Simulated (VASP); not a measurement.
**Rh: relaxation of cell and atoms with r2SCAN**

Rh:

```
Rh
1.0
     0.00000    1.90299    1.90299
     1.90299    0.00000    1.90299
     1.90299    1.90299    0.00000
Rh
1
Direct
  0.00000 0.00000 0.00000
```

```
Program                : VASP 6.6.1
Task                   : relaxation of cell and atoms
Functional             : r2SCAN
Potentials or basis    : VASP PAW PBE potentials, release 64 (Rh_pv)
Cutoff                 : 600 eV
k mesh                 : 18 × 18 × 18
Occupations            : gaussian, width 0.1 eV
Spin                   : no spin polarisation
Further INCAR settings : ALGO = Normal; EDIFF = 1e-07; IBRION = 2; EDIFFG = -0.005; NSW = 90; ISIF = 3
```

The relaxed volume is 13.77 Å³/atom and the relaxed cell is a = 2.690 Å, b = 2.690 Å, c = 2.690 Å, α = 60.00°, β = 60.00°, γ = 60.00°. The space group after relaxing (to 0.05 Å) is Fm-3m (No. 225). The energy gained by relaxing is 0.0 meV/atom, the ionic steps are 3 and the pressure after relaxing is 0.0 GPa. The band gap on the k mesh is none (metal or under the smearing width).

Final structure:
```xyz
1
Lattice="0.0000 1.9024 1.9024 1.9024 0.0000 1.9024 1.9024 1.9024 0.0000" Properties=species:S:1:pos:R:3 pbc="T T T"
Rh    0.0000    0.0000    0.0000
```

Levels at points of the mesh, in eV from the Fermi level:
```
           k point  band 5  band 6  band 7  band 8  band 9  band 10
(0.00, 0.00, 0.00)   -3.17   -3.17   -3.17   -1.08   -1.08    16.71
(0.50, 0.00, 0.00)   -3.29   -3.29    0.58    0.58    0.90     9.06
(0.50, 0.50, 0.00)   -6.17    0.50    1.04    1.04    3.47    12.85
```

It took 2.4 min on 1 thread of Intel(R) Xeon(R) Platinum 8559C (Emerald Rapids), on a shared host, peak memory 0.18 GiB.

Caveat: the PAW data sets were made with another functional, which shifts forces and pressure a little.
